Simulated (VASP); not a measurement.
Consider the following.

```
K
1.0
   -2.63673     2.63673     2.63673
    2.63673    -2.63673     2.63673
    2.63673     2.63673    -2.63673
K
1
Cartesian
  0.00000   0.00000   0.00000
```

All values below come from PBE GGA with D3 dispersion (zero damping), VASP's PBE PAW potentials (set 64) (plane waves; VASP 6.6.1). Run with 520 eV cut-off, 10×10×10 Γ-centred mesh, first-order Methfessel-Paxton smearing of 0.10 eV, potentials K_sv.

**Question.** Estimate the energy per atom (σ→0), band gap (on the k-mesh) with the smallest direct gap where there is one.

**Answer.** 
```
Property                                                    Result
------------------------  ----------------------------------------
band gap (on the k-mesh)  none (metal, semimetal or under 0.01 eV)
energy per atom (σ→0)                               -1.171 eV/atom
```

Total energies compare only between runs with the same potentials, cut-off and functional.

The compound is K in the bcc structure. This cell is one point of a volume scan, at 1.03 of the reference volume.
